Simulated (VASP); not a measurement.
Level of theory: r2SCAN meta-GGA, VASP's PBE PAW potentials (set 64) (plane waves; VASP).

VASP ran on this input.

**INCAR**
```
ALGO  =  Normal
EDIFF  =  1E-7
ENCUT  =  480
ISIF  =  2
ISMEAR  =  1
LASPH  =  T
LCHARG  =  F
LMAXMIX  =  4
LMIXTAU  =  T
LREAL  =  F
LWAVE  =  F
METAGGA  =  R2SCAN
NELM  =  100
PREC  =  Accurate
SIGMA  =  0.1
SYSTEM  =  Ba
```

### POSCAR
```
Ba
5.2831820
 -0.5000000381   0.5000000381   0.5000000381
  0.5000000381  -0.5000000381   0.5000000381
  0.5000000381   0.5000000381  -0.5000000381
Ba
1
Cart
  0.0000000000   0.0000000000   0.0000000000
```

**KPOINTS**
```
Automatic mesh
0
Gamma
  10 10 10
0 0 0
```

POTCAR, in this order: Ba_sv (PBE.64 set). Program: vasp_std.

The run wrote:

### OSZICAR
```
       N       E                     dE             d eps       ncg     rms          rms(c)
DAV:   1     0.336443058230E+02    0.33644E+02   -0.41747E+03   846   0.879E+02
DAV:   2    -0.263430626925E+02   -0.59987E+02   -0.59276E+02  1044   0.151E+02
DAV:   3    -0.290872584921E+02   -0.27442E+01   -0.27253E+01  1075   0.387E+01
DAV:   4    -0.291742594521E+02   -0.87001E-01   -0.86865E-01  1369   0.578E+00
DAV:   5    -0.291751112638E+02   -0.85181E-03   -0.85171E-03  1169   0.394E-01    0.123E+00
DAV:   6    -0.260853447381E+02    0.30898E+01   -0.10127E+00  1160   0.722E+00    0.131E+00
DAV:   7    -0.266068040936E+02   -0.52146E+00   -0.13774E-01   928   0.382E+00    0.158E+00
DAV:   8    -0.265297441269E+02    0.77060E-01   -0.12525E-01   893   0.463E+00    0.712E-01
DAV:   9    -0.262033773828E+02    0.32637E+00   -0.27404E-01   962   0.519E+00    0.176E-01
DAV:  10    -0.262204293792E+02   -0.17052E-01   -0.35333E-02   937   0.183E+00    0.172E-01
DAV:  11    -0.262205336952E+02   -0.10432E-03   -0.23501E-04  1417   0.102E-01    0.173E-01
DAV:  12    -0.262235956768E+02   -0.30620E-02   -0.28955E-02   949   0.154E+00    0.205E-01
DAV:  13    -0.264045273544E+02   -0.18093E+00   -0.21791E-01  1038   0.281E+00    0.209E-01
DAV:  14    -0.263466821613E+02    0.57845E-01   -0.90526E-02   909   0.268E+00    0.212E-01
DAV:  15    -0.264082023680E+02   -0.61520E-01   -0.47495E-02   897   0.211E+00    0.194E-01
DAV:  16    -0.264131271206E+02   -0.49248E-02   -0.46531E-03  1265   0.496E-01    0.348E-01
DAV:  17    -0.264121889617E+02    0.93816E-03   -0.57519E-04   911   0.277E-01    0.361E-01
DAV:  18    -0.264114349751E+02    0.75399E-03   -0.97819E-04   861   0.400E-01    0.386E-01
DAV:  19    -0.264111687271E+02    0.26625E-03   -0.51803E-05  1129   0.712E-02    0.404E-01
DAV:  20    -0.264107655374E+02    0.40319E-03   -0.19592E-04   870   0.155E-01    0.405E-01
DAV:  21    -0.264104967412E+02    0.26880E-03   -0.10335E-03   848   0.309E-01    0.344E-01
DAV:  22    -0.264098174865E+02    0.67925E-03   -0.15693E-03   866   0.258E-01    0.260E-01
DAV:  23    -0.264098278640E+02   -0.10378E-04   -0.46392E-04   852   0.261E-01    0.234E-01
DAV:  24    -0.264087027799E+02    0.11251E-02   -0.20776E-03   930   0.442E-01    0.139E-01
DAV:  25    -0.264082906456E+02    0.41213E-03   -0.82745E-04   857   0.267E-01    0.885E-02
DAV:  26    -0.264081905583E+02    0.10009E-03   -0.30743E-04  1221   0.133E-01    0.343E-02
DAV:  27    -0.264081925990E+02   -0.20407E-05   -0.66612E-05  1054   0.715E-02    0.117E-02
DAV:  28    -0.264081971237E+02   -0.45247E-05   -0.17329E-05   974   0.506E-02    0.102E-02
DAV:  29    -0.264081883285E+02    0.87952E-05   -0.59369E-06   919   0.236E-02    0.630E-03
DAV:  30    -0.264081989995E+02   -0.10671E-04   -0.60121E-06   872   0.245E-02    0.469E-03
DAV:  31    -0.264081911546E+02    0.78448E-05   -0.49202E-06   851   0.186E-02    0.362E-03
DAV:  32    -0.264081915474E+02   -0.39280E-06   -0.67498E-07  1046   0.713E-03    0.223E-03
DAV:  33    -0.264081913452E+02    0.20219E-06   -0.19386E-07   927   0.450E-03    0.115E-03
DAV:  34    -0.264081912315E+02    0.11377E-06   -0.14300E-07  1065   0.417E-03    0.588E-04
DAV:  35    -0.264081912162E+02    0.15269E-07   -0.41468E-08   546   0.228E-03
   1 F= -.26408191E+02 E0= -.26408362E+02  d E =0.510896E-03
```

OUTCAR:
```
------------------------ aborting loop because EDIFF is reached ----------------------------------------
  FORCE on cell =-STRESS in cart. coord.  units (eV):
  Direction    XX          YY          ZZ          XY          YZ          ZX
  --------------------------------------------------------------------------------------
  Total       -0.3810373     -0.3810373     -0.3810373      0.0000000      0.0000000      0.0000000
  in kB       -8.2798265     -8.2798265     -8.2798265      0.0000000      0.0000000      0.0000000
  external PRESSURE =      -8.2798265 kB  Pullay stress =       0.0000000 kB
  volume of cell :       73.73
      direct lattice vectors                 reciprocal lattice vectors
    -2.641591201  2.641591201  2.641591201     0.000000000  0.189279855  0.189279855
     2.641591201 -2.641591201  2.641591201     0.189279855  0.000000000  0.189279855
     2.641591201  2.641591201 -2.641591201     0.189279855  0.189279855  0.000000000
 POSITION                                       TOTAL-FORCE (eV/Angst)
 -----------------------------------------------------------------------------------
      0.00000      0.00000      0.00000         0.000000      0.000000     -0.000000
 -----------------------------------------------------------------------------------
    total drift:                               -0.000000      0.000000      0.000000
  FREE ENERGIE OF THE ION-ELECTRON SYSTEM (eV)
  ---------------------------------------------------
  free  energy   TOTEN  =       -26.4081912162 eV

  energy  without entropy=      -26.4087021126  energy(sigma->0) =      -26.40836152
```
(Selected blocks of OUTCAR.)

The compound is Ba in the bcc structure. This cell was strained or had an atom moved on purpose.
